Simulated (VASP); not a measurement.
Shape and ions are relaxed at each volume.

Energy against volume of BN (wurtzite). Computed with TPSS meta-GGA, VASP's PBE PAW potentials (set 64) (plane waves; VASP).

```json
[
 {"V (Å³/atom)": "5.612", "E (eV/atom)": "-10.19729"},
 {"V (Å³/atom)": "5.791", "E (eV/atom)": "-10.21880"},
 {"V (Å³/atom)": "5.971", "E (eV/atom)": "-10.22581"},
 {"V (Å³/atom)": "6.150", "E (eV/atom)": "-10.22017"},
 {"V (Å³/atom)": "6.329", "E (eV/atom)": "-10.20356"}
]
```

**Question.** Fit a third-order Birch-Murnaghan equation of state.

**Answer.** 
* **volume per atom**: 5.98 Å³/atom
* **bulk modulus**: 374 GPa
* **pressure derivative of the bulk modulus**: 3.65

Measured: bulk modulus 375 GPa (computed value off by -0.1 %), as given by Equation of state of wurtzitic boron nitride to 66 GPa, Appl. Phys. Lett., doi 10.1063/1.121186. The calculation is for a static lattice, while the measured bulk modulus holds thermal and zero-point effects, which are part of the difference.

The compound is BN in the wurtzite structure, a metastable high-pressure form. It was relaxed first.
